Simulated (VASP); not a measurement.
Method: PBE GGA, VASP's PBE PAW potentials (set 64) (plane waves; VASP).

Input for VASP

INCAR:
```
SYSTEM = Fe3Mo
PREC = Accurate
ENCUT = 300
EDIFF = 1E-6
NELM = 100
ALGO = Normal
LREAL = .FALSE.
LASPH = .TRUE.
ISMEAR = -1
SIGMA = 0.136
GGA = PE
LMAXMIX = 4
LWAVE = .FALSE.
LCHARG = .FALSE.
ISIF = 2
ISPIN = 2
MAGMOM = 4.0 4.0 4.0 0.0
LORBIT = 11
```

File POSCAR:
```
Fe3Mo
1
    3.5424610000     0.0000000000     0.0000000000
    0.0000000000     3.5424610000     0.0000000000
    0.0000000000     0.0000000000     3.5424610000
Fe Mo
3 1
Direct
  0.0000000000   0.5000000000   0.5000000000
  0.5000000000   0.5000000000   0.0000000000
  0.5000000000   0.0000000000   0.5000000000
  0.0000000000   0.0000000000   0.0000000000
```

File KPOINTS:
```
Automatic mesh
0
Gamma
5 5 5
0 0 0
```

POTCAR, in this order: Fe Mo_sv (PBE.64 set). Program: vasp_std.

Output of the run:

**OUTCAR**
```
 ion  position               nearest neighbor table
   1  0.000  0.500  0.500-   2 2.50   3 2.50   4 2.50   2 2.50   4 2.50   3 2.50   4 2.50   4 2.50
                             2 2.50   3 2.50   2 2.50   3 2.50
   2  0.500  0.500  0.000-   1 2.50   3 2.50   4 2.50   1 2.50   3 2.50   3 2.50   4 2.50   3 2.50
                             1 2.50   4 2.50   1 2.50   4 2.50
   3  0.500  0.000  0.500-   1 2.50   2 2.50   4 2.50   2 2.50   4 2.50   1 2.50   2 2.50   2 2.50
                             1 2.50   4 2.50   4 2.50   1 2.50
   4  0.000  0.000  0.000-   1 2.50   2 2.50   3 2.50   1 2.50   3 2.50   1 2.50   2 2.50   1 2.50
                             2 2.50   3 2.50   3 2.50   2 2.50
  LATTYP: Found a simple cubic cell.
 ALAT       =     3.5424610000
 Subroutine PRICEL returns:
 Original cell was already a primitive cell.
 Subroutine GETGRP returns: Found 48 space group operations
The static configuration has the point symmetry O_h .
The dynamic configuration has the point symmetry O_h .
The overall configuration has the point symmetry O_h .
 Subroutine INISYM returns: Found 48 space group operations
 Subroutine IBZKPT returns following result:
 Found     10 irreducible k-points:

 Following reciprocal coordinates:
            Coordinates               Weight
  0.000000  0.000000  0.000000      1.000000
  0.200000  0.000000  0.000000      6.000000
  0.400000  0.000000  0.000000      6.000000
  0.200000  0.200000  0.000000     12.000000
  0.400000  0.200000  0.000000     24.000000
  0.400000  0.400000  0.000000     12.000000
  0.200000  0.200000  0.200000      8.000000
  0.400000  0.200000  0.200000     24.000000
  0.400000  0.400000  0.200000     24.000000
  0.400000  0.400000  0.400000      8.000000
   k-points           NKPTS =     10   k-points in BZ     NKDIM =     10   number of bands    NBANDS=     29
   number of dos      NEDOS =    301   number of ions     NIONS =      4
   total plane-waves  NPLWV =   8000
   dimension x,y,z NGX =    20 NGY =   20 NGZ =   20
   dimension x,y,z NGXF=    40 NGYF=   40 NGZF=   40
   ions per type =               3   1
   PREC   = accura    normal or accurate (medium, high low for compatibility)
   ISTART =      0    job   : 0-new  1-cont  2-samecut
   ICHARG =      2    charge: 1-file 2-atom 10-const
   ISPIN  =      2    spin polarized calculation?
   LNONCOLLINEAR =      F non collinear calculations
   LSORBIT =      F    spin-orbit coupling
   INIWAV =      1    electr: 0-lowe 1-rand  2-diag
   ENCUT  =  300.0 eV  22.05 Ry    4.70 a.u.   5.00  5.00  5.00*2*pi/ulx,y,z
   NELM   =    100;   NELMIN=  2; NELMDL= -5     # of ELM steps
   EDIFF  = 0.1E-05   stopping-criterion for ELM
   LREAL  =      F    real-space projection
   NLSPLINE    = F    spline interpolate recip. space projectors
   LMAXMIX     =    4 max onsite mixed and CHGCAR
   VOSKOWN=      0    Vosko Wilk Nusair interpolation
   EDIFFG = 0.1E-04   stopping-criterion for IOM
   NSW    =      0    number of steps for IOM
   NBLOCK =      1;   KBLOCK =      1    inner block; outer block
   IBRION =     -1    ionic relax: 0-MD 1-quasi-New 2-CG
   NFREE  =      0    steps in history (QN), initial steepest desc. (CG)
   ISIF   =      2    stress and relaxation
   ISYM   =      2    0-nonsym 1-usesym 2-fastsym
   TEIN   =    0.0    initial temperature
   TEBEG  =    0.0;   TEEND  =   0.0 temperature during run
   SMASS  =  -3.00    Nose mass-parameter (am)
   PSTRESS=    0.0 pullay stress
   NELECT =      38.0000    total number of electrons
   EFERMI =   0.00;   METHOD = LEGACY
   ISMEAR =    -1;   SIGMA  =   0.14  broadening in eV -4-tet -1-fermi 0-gaus
   IALGO  =     38    algorithm
   LDIAG  =      T    sub-space diagonalisation (order eigenvalues)
   IMIX   =      4    mixing-type and parameters
     AMIX     =   0.40;   BMIX     =  1.00
     AMIX_MAG =   1.60;   BMIX_MAG =  1.00
     AMIN     =   0.10
   GGA     = PE    functional components
   VOSKOWN =     0    Vosko Wilk Nusair interpolation
...
```

OSZICAR:
```
       N       E                     dE             d eps       ncg     rms          rms(c)
DAV:   1     0.258216140906E+03    0.25822E+03   -0.12400E+04  1176   0.110E+03
DAV:   2    -0.221062784036E+02   -0.28032E+03   -0.26562E+03  1170   0.331E+02
DAV:   3    -0.365595846539E+02   -0.14453E+02   -0.13160E+02  1304   0.875E+01
DAV:   4    -0.368746015563E+02   -0.31502E+00   -0.31287E+00  1270   0.138E+01
DAV:   5    -0.368794383283E+02   -0.48368E-02   -0.48337E-02  1418   0.162E+00    0.329E+01
DAV:   6    -0.435237786725E+02   -0.66443E+01   -0.44920E+01  1404   0.880E+01    0.268E+01
DAV:   7    -0.356732420298E+02    0.78505E+01   -0.31039E+01  1420   0.570E+01    0.885E+00
DAV:   8    -0.353752227325E+02    0.29802E+00   -0.15898E+00  1358   0.141E+01    0.405E+00
DAV:   9    -0.353610386905E+02    0.14184E-01   -0.48258E-02  1455   0.194E+00    0.202E+00
DAV:  10    -0.353544279408E+02    0.66107E-02   -0.47070E-02  1632   0.200E+00    0.600E-01
DAV:  11    -0.353568002994E+02   -0.23724E-02   -0.41550E-03  1548   0.596E-01    0.194E-01
DAV:  12    -0.353570126792E+02   -0.21238E-03   -0.62521E-04  1564   0.207E-01    0.209E-01
DAV:  13    -0.353571398972E+02   -0.12722E-03   -0.17410E-04  1595   0.130E-01    0.114E-01
DAV:  14    -0.353572857701E+02   -0.14587E-03   -0.48803E-04  1666   0.211E-01    0.500E-02
DAV:  15    -0.353573107387E+02   -0.24969E-04   -0.80149E-05  1732   0.726E-02    0.246E-02
DAV:  16    -0.353573213681E+02   -0.10629E-04   -0.18174E-05  1563   0.390E-02    0.165E-02
DAV:  17    -0.353573250308E+02   -0.36627E-05   -0.86327E-06  1292   0.265E-02    0.663E-03
DAV:  18    -0.353573258401E+02   -0.80927E-06   -0.37815E-06   892   0.168E-02
   1 F= -.35357326E+02 E0= -.35215396E+02  d E =-.283860E+00  mag=     1.4028
```

OUTCAR:
```
------------------------ aborting loop because EDIFF is reached ----------------------------------------
  FORCE on cell =-STRESS in cart. coord.  units (eV):
  Direction    XX          YY          ZZ          XY          YZ          ZX
  --------------------------------------------------------------------------------------
  Total        4.0915947      4.0915947      4.0915947      0.0000000     -0.0000000      0.0000000
  in kB      147.4646618    147.4646618    147.4646618      0.0000000     -0.0000000      0.0000000
  external PRESSURE =     147.4646618 kB  Pullay stress =       0.0000000 kB
  volume of cell :       44.45
      direct lattice vectors                 reciprocal lattice vectors
     3.542461000  0.000000000  0.000000000     0.282289629  0.000000000  0.000000000
     0.000000000  3.542461000  0.000000000     0.000000000  0.282289629  0.000000000
     0.000000000  0.000000000  3.542461000     0.000000000  0.000000000  0.282289629
 POSITION                                       TOTAL-FORCE (eV/Angst)
 -----------------------------------------------------------------------------------
      0.00000      1.77123      1.77123         0.000000      0.000000      0.000000
      1.77123      1.77123      0.00000         0.000000      0.000000      0.000000
      1.77123      0.00000      1.77123         0.000000      0.000000      0.000000
      0.00000      0.00000      0.00000         0.000000      0.000000      0.000000
 -----------------------------------------------------------------------------------
    total drift:                               -0.000000     -0.000000     -0.000000
  FREE ENERGIE OF THE ION-ELECTRON SYSTEM (eV)
  ---------------------------------------------------
  free  energy   TOTEN  =       -35.3573258401 eV

  energy  without entropy=      -35.0734660570  energy(sigma->0) =      -35.21539595

 total charge

# of ion       s       p       d       tot
------------------------------------------
    1        0.543   0.636   6.378   7.558
    2        0.543   0.636   6.378   7.558
    3        0.543   0.636   6.378   7.558
    4        2.435   6.243   3.996  12.673
--------------------------------------------------
tot          4.065   8.152  23.129  35.346

 magnetization (x)

# of ion       s       p       d       tot
------------------------------------------
    1        0.001  -0.002   0.545   0.544
    2        0.001  -0.002   0.545   0.544
    3        0.001  -0.002   0.545   0.544
    4       -0.008  -0.010  -0.226  -0.244
--------------------------------------------------
tot         -0.006  -0.016   1.410   1.388
```
(Selected blocks of OUTCAR.)

At this cut-off the stress carries a Pulay error, which pulls relaxed volumes low.

The structure was generated: Fe3Mo was put into an ordered model structure, which need not be its known phase. The cell was not relaxed at this level, and its volume differs by -5.9 % from the start's. The k-mesh is coarse (spacing up to 0.35 per Å, 2π included), so the numbers may not be converged in it.
